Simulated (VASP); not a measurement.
```
HgO
1.0
    3.60341     0.00000     0.00000
   -1.80170     3.12064     0.00000
    0.00000     0.00000     8.73478
Hg O
3 3
Direct
  0.75554   0.75554   0.00000
  0.24446   0.00000   0.66667
  0.00000   0.24446   0.33333
  0.46408   0.46408   0.50000
  0.53592   0.00000   0.16667
  0.00000   0.53592   0.83333
```

Method: PBEsol GGA, VASP's PBE PAW potentials (set 64) (plane waves; VASP). Settings: 520 eV cut-off, 8×8×3 Γ-centred mesh, tetrahedra with Blöchl corrections, potentials Hg O.

Without a dispersion term in the relaxation, distances and binding between the weakly bound layers, chains or molecules are unreliable, and so is what depends on them.

Predict the energy per atom (σ→0).

* **energy per atom (σ→0)**: -3.200 eV/atom

The structure comes from a computed database's HgO entry (P3_221); how it stands against other phases isn't given here. It was relaxed first, which changed the volume by -9 %.
